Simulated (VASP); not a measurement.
Here is a VASP 6.6.1 calculation.

Contents of INCAR:

```
SYSTEM = CaC2
ALGO = Fast ; EDIFF = 1E-7
ENCUT = 520 ; GGA = PS
ISIF = 2 ; ISMEAR = 0
LASPH = .True. ; LCHARG = .False.
LREAL = .False. ; LWAVE = .False.
NBANDS = 16 ; NELM = 100
PREC = Accurate ; SIGMA = 0.05
```

File KPOINTS:

```
k-points
0
Gamma
  10 10 10
  0 0 0
```

POSCAR

```
CaC2
1.0
   -1.8948765550      2.4432612300      2.6801311800
    1.8948765550     -2.4432612300      2.6801311800
    1.8948765550      2.4432612300     -2.6801311800
Ca C
1 2
Direct
    0.0000000000      0.0000000000      0.0000000000
    0.3712390700      0.5000000000      0.8712390700
    0.6287609300      0.5000000000      0.1287609300
```

Potentials or basis: VASP PAW PBE potentials, release 64 (Ca_sv, C).

Run with:

```console
$ cat potpaw_PBE.64/Ca_sv/POTCAR potpaw_PBE.64/C/POTCAR > POTCAR
$ mpirun -np 1 vasp_std > vasp.out
```

**Question.** Estimate the largest force.

**Answer.** 0.117 eV/Å.

**Question.** Estimate the pressure.

**Answer.** -2.0 GPa.

Forces on the atoms (eV/Å):
```
Ca   0.000  0.000  0.000
C    0.000 -0.117  0.000
C    0.000  0.117  0.000
```

Caveat: the standard files for N, O and F lose accuracy on very short bonds; the PAW data sets were made with another functional, which shifts forces and pressure a little.
